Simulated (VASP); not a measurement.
Data:

```xyz
4
Lattice="2.1312 -3.6913 0.0000 2.1312 3.6913 0.0000 0.0000 0.0000 6.9516" Properties=species:S:1:pos:R:3 pbc="T T T"
Cd     2.1312    -1.2304     3.4759
Cd     2.1312     1.2304     0.0001
Se     2.1312    -1.2304     6.0895
Se     2.1312     1.2304     2.6137
```

Calculation: LDA (Ceperley-Alder, Perdew-Zunger), VASP's LDA PAW potentials (set 64) (plane waves; VASP). Run with 520 eV cut-off, 8×8×5 Γ-centred mesh, tetrahedra with Blöchl corrections, potentials Cd Se.

### Question
Predict the energy per atom (σ→0).

### Answer

```json
{
 "energy per atom (σ→0)": "-3380 meV/atom"
}
```

Only differences to runs with the same potentials and settings are physical.

The compound is CdSe in the wurtzite structure. It was relaxed first.
